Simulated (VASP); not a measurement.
# Sr4Ti3NbO12 (Im-3m) in VASP: a series of runs, part 2 of 2

VASP 6.6.1. Earlier steps stand in the parts before.

## Step 3: Relaxation of cell and atoms, PBEsol

This run uses another cell than the first one, of 12.12 Å³/atom, 0.986 times its volume.

INCAR

```
SYSTEM = Sr4Ti3NbO12
PREC = Accurate
ENCUT = 600
EDIFF = 1E-7
ISMEAR = 0
SIGMA = 0.03
LREAL = .False.
LASPH = .True.
NELM = 80
ALGO = Normal
ISIF = 3
LWAVE = .False.
LCHARG = .False.
GGA = PS
IBRION = 2
NSW = 90
EDIFFG = -0.005
KPAR = 4
```

KPOINTS

```
Automatic mesh
0
Gamma
  6 6 6
  0 0 0
```

POSCAR

```
Sr4Ti3NbO12                             
1.0
   -3.9275560221      3.9275560221      3.9275560221
    3.9275560221     -3.9275560221      3.9275560221
    3.9275560221      3.9275560221     -3.9275560221
  Sr              Nb              Ti              O             
     4     1     3    12
Direct
     0.5000000000000000    0.5000000000000000    0.5000000000000000
     0.0000000000000000    0.0000000000000000    0.5000000000000000
     0.0000000000000000    0.5000000000000000    0.0000000000000000
     0.5000000000000000    0.0000000000000000    0.0000000000000000
     0.0000000000000000    0.0000000000000000    0.0000000000000000
     0.5000000000000000    0.5000000000000000    0.0000000000000000
     0.5000000000000000    0.0000000000000000    0.5000000000000000
     0.0000000000000000    0.5000000000000000    0.5000000000000000
     0.0000000000000000    0.2507935011714365    0.2507935011714365
     0.5000000000000000    0.7500000000000000    0.2500000000000000
     0.5000000000000000    0.2500000000000000    0.7500000000000000
     0.0000000000000000    0.7492064988285635    0.7492064988285635
     0.2507935011714365    0.0000000000000000    0.2507935011714365
     0.7500000000000000    0.5000000000000000    0.2500000000000000
     0.7492064988285635    0.0000000000000000    0.7492064988285635
     0.2500000000000000    0.5000000000000000    0.7500000000000000
     0.2507935011714365    0.2507935011714365    0.0000000000000000
     0.7492064988285635    0.7492064988285635    0.0000000000000000
     0.7500000000000000    0.2500000000000000    0.5000000000000000
     0.2500000000000000    0.7500000000000000    0.5000000000000000
```

Potentials or basis: VASP PAW PBE potentials, release 64 (Sr_sv, Nb_sv, Ti_sv, O).

On the command line:

```
cat potpaw_PBE.64/Sr_sv/POTCAR potpaw_PBE.64/Nb_sv/POTCAR potpaw_PBE.64/Ti_sv/POTCAR potpaw_PBE.64/O/POTCAR > POTCAR
mpirun -np 4 vasp_std > vasp.out
```

OUTCAR:

```text
SYSTEM = Sr4Ti3NbO12
   PREC = Accurate
   ENCUT = 600
   EDIFF = 1E-7
   ISMEAR = 0
   LREAL = .False.
   LASPH = .True.
   NELM = 80
   ISIF = 3
   GGA = PS
   IBRION = 2
   NSW = 90
   EDIFFG = -0.005

 ion  position               nearest neighbor table
   1  0.500  0.500  0.500-  10 2.78  11 2.78  14 2.78  16 2.78  19 2.78  20 2.78  18 2.78  15 2.78
                            12 2.78  17 2.78  13 2.78   9 2.78   5 3.40   6 3.40   6 3.40   7 3.40
   2  0.000  0.000  0.500-  11 2.78  16 2.78  19 2.78  20 2.78  14 2.78  10 2.78  17 2.78  12 2.78
                            13 2.78  18 2.78  15 2.78   9 2.78   5 3.40   5 3.40   6 3.40   8 3.40
   3  0.000  0.500  0.000-  10 2.78  14 2.78  16 2.78  20 2.78  19 2.78  11 2.78  17 2.78  18 2.78
                            13 2.78   9 2.78  15 2.78  12 2.78   5 3.40   8 3.40   6 3.40   5 3.40
   4  0.500  0.000  0.000-  10 2.78  11 2.78  14 2.78  19 2.78  20 2.78  16 2.78  17 2.78  18 2.78
                            13 2.78   9 2.78  15 2.78  12 2.78   5 3.40   7 3.40   6 3.40   6 3.40
   5  0.000  0.000  0.000-   9 1.97  12 1.97  13 1.97  15 1.97  17 1.97  18 1.97   3 3.40   4 3.40
                             1 3.40   2 3.40   2 3.40   3 3.40   4 3.40   1 3.40
   6  0.500  0.500  0.000-  17 1.96  18 1.96  14 1.96  16 1.96  10 1.96  11 1.96   3 3.40   4 3.40
                             1 3.40   2 3.40   1 3.40   4 3.40   3 3.40   2 3.40
   7  0.500  0.000  0.500-  13 1.96  15 1.96  10 1.96  11 1.96  19 1.96  20 1.96   3 3.40   4 3.40
                             1 3.40   2 3.40   4 3.40   1 3.40   2 3.40   3 3.40
   8  0.000  0.500  0.500-   9 1.96  12 1.96  14 1.96  16 1.96  19 1.96  20 1.96   3 3.40   4 3.40
                             1 3.40   2 3.40   3 3.40   2 3.40   1 3.40   4 3.40
   9  0.000  0.251  0.251-   8 1.96   5 1.97   3 2.78   1 2.78   2 2.78   4 2.78
  10  0.500  0.750  0.250-   6 1.96   7 1.96   4 2.78   1 2.78   2 2.78   3 2.78
  11  0.500  0.250  0.750-   6 1.96   7 1.96   4 2.78   1 2.78   3 2.78   2 2.78
  12  0.000  0.749  0.749-   8 1.96   5 1.97   4 2.78   2 2.78   3 2.78   1 2.78
  13  0.251  0.000  0.251-   7 1.96   5 1.97   4 2.78   1 2.78   2 2.78   3 2.78
  14  0.750  0.500  0.250-   6 1.96   8 1.96   3 2.78   1 2.78   2 2.78   4 2.78
  15  0.749  0.000  0.749-   7 1.96   5 1.97   4 2.78   2 2.78   3 2.78   1 2.78
  16  0.250  0.500  0.750-   6 1.96   8 1.96   4 2.78   1 2.78   3 2.78   2 2.78
  17  0.251  0.251  0.000-   6 1.96   5 1.97   4 2.78   1 2.78   3 2.78   2 2.78
  18  0.749  0.749  0.000-   6 1.96   5 1.97   4 2.78   2 2.78   3 2.78   1 2.78
  19  0.750  0.250  0.500-   7 1.96   8 1.96   3 2.78   1 2.78   2 2.78   4 2.78
  20  0.250  0.750  0.500-   7 1.96   8 1.96   4 2.78   1 2.78   2 2.78   3 2.78
[... 206 lines left out ...]
  ext. energy  EPLUGINS =         0.00000000
  ---------------------------------------------------
  free energy    TOTEN  =      -169.41180924 eV

  energy without entropy =     -169.40817216  energy(sigma->0) =     -169.40999070

 E-fermi :   6.5523     XC(G=0): -11.5240

 val. band max:        6.5478285692   @ k =   0.5000   0.5000   0.3333
 cond. band min:       6.6458275670   @ k =  -0.3333   0.5000   0.1667
 fundamental gap:      0.0979989977
 Fermi energy:         6.5523026599

 k-point     1 :       0.0000    0.0000    0.0000
  band No.  band energies     occupation
      1     -51.4855      2.00000
      2     -51.4833      2.00000
      3     -51.4833      2.00000
      4     -50.1644      2.00000
      5     -28.5636      2.00000
      6     -28.5230      2.00000
[... 1509 lines left out ...]
     91       9.1754      0.00000
     92       9.1754      0.00000
 [bands above 92 left out]

------------------------ aborting loop because EDIFF is reached ----------------------------------------

  FORCE on cell =-STRESS in cart. coord.  units (eV):
  Direction    XX          YY          ZZ          XY          YZ          ZX
  --------------------------------------------------------------------------------------
  -------------------------------------------------------------------------------------
  Total        0.0009574      0.0009574      0.0009574     -0.0000000      0.0000000      0.0000000
  in kB        0.0063295      0.0063295      0.0063295     -0.0000000      0.0000000      0.0000000
  external PRESSURE =       0.0063295 kB  Pullay stress =       0.0000000 kB

 VOLUME and BASIS-vectors are now :
 -----------------------------------------------------------------------------
  energy-cutoff  :      600.00
  volume of cell :      242.34
      direct lattice vectors                 reciprocal lattice vectors
    -3.927556022  3.927556022  3.927556022     0.000000000  0.127305632  0.127305632
     3.927556022 -3.927556022  3.927556022     0.127305632  0.000000000  0.127305632
     3.927556022  3.927556022 -3.927556022     0.127305632  0.127305632  0.000000000

 POSITION                                       TOTAL-FORCE (eV/Angst)
 -----------------------------------------------------------------------------------
      1.96378      1.96378      1.96378        -0.000000      0.000000      0.000000
      1.96378      1.96378     -1.96378        -0.000000      0.000000      0.000000
      1.96378     -1.96378      1.96378        -0.000000      0.000000      0.000000
     -1.96378      1.96378      1.96378        -0.000000      0.000000      0.000000
      0.00000      0.00000      0.00000        -0.000000      0.000000      0.000000
      0.00000      0.00000      3.92756        -0.000000      0.000000      0.000000
[... 12 lines left out ...]
     -0.00000      3.92756      1.96378        -0.000000      0.000000      0.000000
      3.92756     -0.00000      1.96378        -0.000000      0.000000      0.000000
 -----------------------------------------------------------------------------------
    total drift:                                0.000000      0.000000     -0.000000

  FREE ENERGIE OF THE ION-ELECTRON SYSTEM (eV)
  ---------------------------------------------------
  free  energy   TOTEN  =      -169.4118092450 eV

  energy  without entropy=     -169.4081721611  energy(sigma->0) =     -169.40999070

 reached required accuracy - stopping structural energy minimisation
```

OSZICAR:

```text
N       E                     dE             d eps       ncg     rms          rms(c)
DAV:   1     0.219587236525E+04    0.21959E+04   -0.88693E+04  3072   0.201E+03
DAV:   2     0.220163128772E+03   -0.19757E+04   -0.18738E+04  3176   0.590E+02
DAV:   3    -0.173106197375E+03   -0.39327E+03   -0.38083E+03  4104   0.238E+02
[... 10 lines left out ...]
DAV:  14    -0.169411811116E+03    0.10276E-03   -0.63770E-04  4256   0.115E-01    0.329E-02
DAV:  15    -0.169411807795E+03    0.33216E-05   -0.75044E-05  4624   0.314E-02    0.167E-02
DAV:  16    -0.169411813222E+03   -0.54270E-05   -0.21382E-05  4608   0.195E-02    0.160E-02
DAV:  17    -0.169411809221E+03    0.40004E-05   -0.13291E-05  4336   0.158E-02    0.360E-03
DAV:  18    -0.169411809269E+03   -0.47346E-07   -0.19644E-06  4392   0.503E-03    0.221E-03
DAV:  19    -0.169411809245E+03    0.23550E-07   -0.78888E-08  1968   0.155E-03
   1 F= -.16941181E+03 E0= -.16940999E+03  d E =-.169412E+03
```

CONTCAR:

```text
Sr4Ti3NbO12
   1.00000000000000
    -3.9275560221000001    3.9275560221000001    3.9275560221000001
     3.9275560221000001   -3.9275560221000001    3.9275560221000001
     3.9275560221000001    3.9275560221000001   -3.9275560221000001
  Sr              Nb              Ti              O
     4     1     3    12
Direct
     0.5000000000000000    0.5000000000000000    0.5000000000000000
     0.0000000000000000    0.0000000000000000    0.5000000000000000
     0.0000000000000000    0.5000000000000000    0.0000000000000000
     0.5000000000000000    0.0000000000000000    0.0000000000000000
     0.0000000000000000    0.0000000000000000    0.0000000000000000
     0.5000000000000000    0.5000000000000000    0.0000000000000000
[... 12 lines left out ...]
     0.7500000000000000    0.2500000000000000    0.5000000000000000
     0.2500000000000000    0.7500000000000000    0.5000000000000000

  0.00000000E+00  0.00000000E+00  0.00000000E+00
  0.00000000E+00  0.00000000E+00  0.00000000E+00
  0.00000000E+00  0.00000000E+00  0.00000000E+00
  0.00000000E+00  0.00000000E+00  0.00000000E+00
  0.00000000E+00  0.00000000E+00  0.00000000E+00
  0.00000000E+00  0.00000000E+00  0.00000000E+00
[... 12 lines left out ...]
  0.00000000E+00  0.00000000E+00  0.00000000E+00
  0.00000000E+00  0.00000000E+00  0.00000000E+00
```

Wall time 2.6 min (4 MPI ranks of Intel Xeon 6975P-C (Granite Rapids), shared host); peak memory 0.65 GiB.

What came out:

```yaml
Free_energy: -169.4118 eV
Pressure_after_relaxing: 0.0 GPa
Band_gap_on_the_k_mesh: none (metal or under the smearing width)
```

Final structure:
```
CELL_PARAMETERS angstrom
-3.92756 3.92756 3.92756
3.92756 -3.92756 3.92756
3.92756 3.92756 -3.92756
ATOMIC_POSITIONS crystal
Sr 0.50000 0.50000 0.50000
Sr 0.00000 0.00000 0.50000
Sr 0.00000 0.50000 0.00000
Sr 0.50000 0.00000 0.00000
Nb 0.00000 0.00000 0.00000
Ti 0.50000 0.50000 0.00000
Ti 0.50000 0.00000 0.50000
Ti 0.00000 0.50000 0.50000
O 0.00000 0.25079 0.25079
O 0.50000 0.75000 0.25000
O 0.50000 0.25000 0.75000
O 0.00000 0.74921 0.74921
O 0.25079 0.00000 0.25079
O 0.75000 0.50000 0.25000
O 0.74921 0.00000 0.74921
O 0.25000 0.50000 0.75000
O 0.25079 0.25079 0.00000
O 0.74921 0.74921 0.00000
O 0.75000 0.25000 0.50000
O 0.25000 0.75000 0.50000
```

Caveat: the relaxation stopped at its first step, so nothing moved; the PAW data sets were made with another functional, which shifts forces and pressure a little; an odd number of electrons without spin polarisation forces a metal; a magnetic or distorted state may lie lower; semilocal functionals often make such compounds metallic where correlation or magnetic order opens a gap, which also shifts bond lengths.
